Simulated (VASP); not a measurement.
All values below come from LDA (Ceperley-Alder, Perdew-Zunger) + U (Dudarev), VASP's LDA PAW potentials (set 64) (plane waves; VASP 6.6.1).

Input for VASP

**INCAR**
```
SYSTEM = CoO
PREC = Accurate
ENCUT = 400
EDIFF = 1E-6
NELM = 100
ALGO = Normal
LREAL = .FALSE.
LASPH = .TRUE.
ISMEAR = 1
SIGMA = 0.2
LMAXMIX = 4
LWAVE = .FALSE.
LCHARG = .FALSE.
ISIF = 2
ISPIN = 2
MAGMOM = 0.0 3.0
LORBIT = 11
LDAU = .TRUE.
LDAUTYPE = 2
LDAUL = -1 2
LDAUU = 0 3.32
LDAUJ = 0 0
```

KPOINTS:
```
Automatic mesh
0
Gamma
11 11 11
0 0 0
```

**POSCAR**
```
CoO
1
    0.0000000000     2.0992070000     2.0992070000
    2.0992070000     0.0000000000     2.0992070000
    2.0992070000     2.0992070000     0.0000000000
O Co
1 1
Direct
  0.0000000000   0.0000000000   0.0000000000
  0.5000000000   0.5000000000   0.5000000000
```

POTCAR, in this order: O Co (LDA.64 set). Program: vasp_std.

What VASP printed:

### OSZICAR
```
       N       E                     dE             d eps       ncg     rms          rms(c)
DAV:   1     0.602210177880E+02    0.60221E+02   -0.63561E+03  2960   0.119E+03
DAV:   2    -0.112507688618E+02   -0.71472E+02   -0.62610E+02  3127   0.225E+02
DAV:   3    -0.149517240275E+02   -0.37010E+01   -0.36332E+01  3277   0.593E+01
DAV:   4    -0.149863500829E+02   -0.34626E-01   -0.34609E-01  3319   0.556E+00
DAV:   5    -0.149870711001E+02   -0.72102E-03   -0.72100E-03  3205   0.834E-01    0.163E+01
DAV:   6    -0.134864897910E+02    0.15006E+01   -0.20065E+01  3380   0.868E+01    0.184E+01
DAV:   7    -0.128820025053E+02    0.60449E+00   -0.52543E+00  3266   0.573E+01    0.905E+00
DAV:   8    -0.128873504345E+02   -0.53479E-02   -0.34817E-01  3593   0.131E+01    0.497E+00
DAV:   9    -0.129066125627E+02   -0.19262E-01   -0.25233E-01  4292   0.102E+01    0.210E+00
DAV:  10    -0.128911429254E+02    0.15470E-01   -0.67583E-02  4206   0.664E+00    0.295E-01
DAV:  11    -0.128906351373E+02    0.50779E-03   -0.13525E-02  4006   0.208E+00    0.220E-01
DAV:  12    -0.128905277296E+02    0.10741E-03   -0.10937E-03  4164   0.622E-01    0.820E-02
DAV:  13    -0.128905076944E+02    0.20035E-04   -0.22356E-04  4148   0.254E-01    0.272E-02
DAV:  14    -0.128905113793E+02   -0.36849E-05   -0.19473E-05  2952   0.515E-02    0.124E-02
DAV:  15    -0.128905104447E+02    0.93456E-06   -0.39572E-06  3034   0.258E-02
   1 F= -.12890510E+02 E0= -.12886494E+02  d E =-.120479E-01  mag=     2.9970
```

File OUTCAR:
```
------------------------ aborting loop because EDIFF is reached ----------------------------------------
  FORCE on cell =-STRESS in cart. coord.  units (eV):
  Direction    XX          YY          ZZ          XY          YZ          ZX
  --------------------------------------------------------------------------------------
  Total       -2.0018017     -2.0018017     -2.0018017      0.0000000     -0.0000000      0.0000000
  in kB     -173.3547844   -173.3547844   -173.3547844      0.0000000     -0.0000000      0.0000000
  external PRESSURE =    -173.3547844 kB  Pullay stress =       0.0000000 kB
  volume of cell :       18.50
      direct lattice vectors                 reciprocal lattice vectors
     0.000000000  2.099207000  2.099207000    -0.238185181  0.238185181  0.238185181
     2.099207000  0.000000000  2.099207000     0.238185181 -0.238185181  0.238185181
     2.099207000  2.099207000  0.000000000     0.238185181  0.238185181 -0.238185181
 POSITION                                       TOTAL-FORCE (eV/Angst)
 -----------------------------------------------------------------------------------
      0.00000      0.00000      0.00000         0.000000      0.000000      0.000000
      2.09921      2.09921      2.09921        -0.000000     -0.000000     -0.000000
 -----------------------------------------------------------------------------------
    total drift:                                0.000000     -0.000000      0.000000
  FREE ENERGIE OF THE ION-ELECTRON SYSTEM (eV)
  ---------------------------------------------------
  free  energy   TOTEN  =       -12.8905104447 eV

  energy  without entropy=      -12.8784625263  energy(sigma->0) =      -12.88649447

 total charge

# of ion       s       p       d       tot
------------------------------------------
    1        1.563   3.455   0.000   5.018
    2        0.315   0.399   7.190   7.903
--------------------------------------------------
tot          1.878   3.853   7.190  12.921

 magnetization (x)

# of ion       s       p       d       tot
------------------------------------------
    1        0.026   0.257   0.000   0.283
    2        0.019   0.019   2.652   2.691
--------------------------------------------------
tot          0.046   0.276   2.652   2.974
```
(Selected blocks of OUTCAR.)

At this cut-off the stress carries a Pulay error, which pulls relaxed volumes low. The moments were started parallel, and other spin orders were not tried in this run.

The structure was generated: CoO was put into an ordered model structure, which need not be its known phase. The cell was not relaxed at this level. A gapless solution with U can be a metastable orbital state.
